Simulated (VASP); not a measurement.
Consider the following.

```
TaGe2
1.0
    4.96348     0.00000     0.00000
   -2.48174     4.29850     0.00000
    0.00000     0.00000     6.75152
Ta Ge
3 6
Direct
  0.50000   0.00000   0.50000
  0.50000   0.50000   0.83333
  0.00000   0.50000   0.16667
  0.16382   0.32764   0.50000
  0.83618   0.16382   0.83333
  0.67236   0.83618   0.16667
  0.83618   0.67236   0.50000
  0.16382   0.83618   0.83333
  0.32764   0.16382   0.16667
```

The numbers are results of r2SCAN meta-GGA, VASP's PBE PAW potentials (set 64) (plane waves; VASP), not measurements. Settings: 400 eV cut-off, 8×8×5 Γ-centred mesh, tetrahedra with Blöchl corrections, potentials Ta_pv Ge_d.

Q: Give the energies of bands 52 to 65 at the high-symmetry points, in eV from the Fermi level.

A: 
```tsv
band	Γ	M	K	A	L	H
52	-2.63	-2.67	-2.17	-2.63	-2.35	-2.80
53	-2.63	-2.13	-2.02	-2.63	-2.15	-2.80
54	-2.56	-2.00	-2.02	-2.42	-2.12	-2.74
55	-2.42	-2.00	-1.81	-2.33	-2.01	-2.43
56	-2.42	-1.08	-1.54	-2.08	-2.00	-0.75
57	-2.29	-0.45	-1.54	-2.08	-1.95	-0.75
58	-2.29	0.10	0.62	-1.95	-0.68	-0.02
59	-1.72	0.20	0.73	1.20	-0.33	-0.02
60	1.10	0.89	0.73	1.20	1.43	1.03
61	2.67	1.03	1.77	2.30	1.77	2.11
62	2.98	1.45	1.77	2.30	2.17	2.15
63	2.98	2.03	2.27	3.26	2.22	2.15
64	3.29	2.14	2.66	3.27	2.43	2.69
65	3.61	2.19	2.66	3.52	2.58	2.69
```

It has no gap at this level: it comes out as a metal or semimetal.

The structure comes from a computed database's TaGe2 entry (P6_222); how it stands against other phases isn't given here. It was relaxed first. The electron count is odd and the run is not spin-polarised, which forces a metal.
